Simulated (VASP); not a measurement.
Energy against volume of Dy (hcp). Calculation: PBE GGA with D3 dispersion (Becke-Johnson damping), VASP's PBE PAW potentials (set 64) (plane waves; VASP 6.6.1). Numerical set-up: 520 eV cut-off, 12×12×7 Γ-centred mesh, first-order Methfessel-Paxton smearing of 0.10 eV, potentials Dy_3.

The 4f electrons are frozen in the core of the lanthanide potential, so 4f levels, which can set the real gap, and their magnetism are missing.

Shape and ions are relaxed at each volume.

```csv
V (Å³/atom),E (eV/atom)
29.469,-4.92816
30.381,-4.93107
31.292,-4.92669
32.204,-4.91604
```

Fit these four points and predict the energy of the run at 28.558 Å³/atom.

A cubic in V^(−2/3), the third-order Birch-Murnaghan form, passes through the four points with V0 = 30.27 Å³/atom and B0 = 43 GPa, and gives -4.9168 eV/atom there. The run gave -4.9174 eV/atom, -0.7 meV/atom from the fit; all five points give B0 = 42 GPa.

The compound is Dy in the hcp structure. It was relaxed first.
